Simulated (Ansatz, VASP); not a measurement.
# Two plane-wave programs on BeCd3S4

Contents of INCAR:

```
SYSTEM = BeCd3S4
PREC = Accurate
ENCUT = 520
EDIFF = 1E-7
ISMEAR = 0
SIGMA = 0.01
LREAL = .FALSE.
LASPH = .TRUE.
NELM = 80
ALGO = Normal
ISIF = 2
LWAVE = .FALSE.
LCHARG = .FALSE.
GGA = PE
NBANDS = 41
```

KPOINTS

```
Automatic mesh
0
G
  4 4 4
  0 0 0
```

Contents of POSCAR:

```
BeCd3S4
1.0
    5.6503435759      0.0000000000      0.0000000000
    0.0000000000      5.6503435759      0.0000000000
    0.0000000000      0.0000000000      5.6503435759
Be S Cd
1 4 3
Direct
    0.0000000000      0.0000000000      0.0000000000
    0.2208213992      0.2208213992      0.2208213992
    0.7791786008      0.7791786008      0.2208213992
    0.7791786008      0.2208213992      0.7791786008
    0.2208213992      0.7791786008      0.7791786008
    0.5000000000      0.5000000000      0.0000000000
    0.5000000000      0.0000000000      0.5000000000
    0.0000000000      0.5000000000      0.5000000000
```

Input for Ansatz:

```yaml
crystal:
  lattice:
    - [5.6503435759, 0.0, 0.0]
    - [0.0, 5.6503435759, 0.0]
    - [0.0, 0.0, 5.6503435759]
  atoms:
    - { symbol: Be, position: [0.0, 0.0, 0.0] }
    - { symbol: S, position: [0.2208213992, 0.2208213992, 0.2208213992] }
    - { symbol: Cd, position: [0.5, 0.5, 0.0] }
    - { symbol: S, position: [0.7791786008, 0.7791786008, 0.2208213992] }
    - { symbol: Cd, position: [0.5, 0.0, 0.5] }
    - { symbol: S, position: [0.7791786008, 0.2208213992, 0.7791786008] }
    - { symbol: Cd, position: [0.0, 0.5, 0.5] }
    - { symbol: S, position: [0.2208213992, 0.7791786008, 0.7791786008] }
kpoints:
  mp_grid: { grid: [4, 4, 4] }
hamiltonian:
  xc: pbe
scf:
  occupations: { method: fixed }
  n_extra_bands: 6
output:
  forces: true
  stress: true
  eigenvalues: true
```

Alike in both runs: task single point; functional PBE; k mesh 4 × 4 × 4; no spin polarisation.

|  | VASP | Ansatz |
| --- | --- | --- |
| version | VASP 6.6.1 | Ansatz 0.2.0 |
| potentials or method | VASP PAW PBE potentials, release 64 (Be, S, Cd) | plane waves, PAW |
| plane-wave cutoff (eV) | 520 | 420 |
| occupations | gaussian, width 0.01 eV | fixed |
| valence electrons in the cell | 62 | 86 |

Ansatz gave:

```
gap on the k mesh at the Fermi level (eV) : 1.65
pressure (GPa)                            : 0.0
rms of the force components (eV/Å)        : 0.001
```

Q: Which values does VASP return?

A: gap on the k mesh at the Fermi level (eV): 1.66; pressure (GPa): 0.3; rms of the force components (eV/Å): 0.015.

The two sets of potentials don't hold the same shells in valence.

A k mesh can miss the band edges.
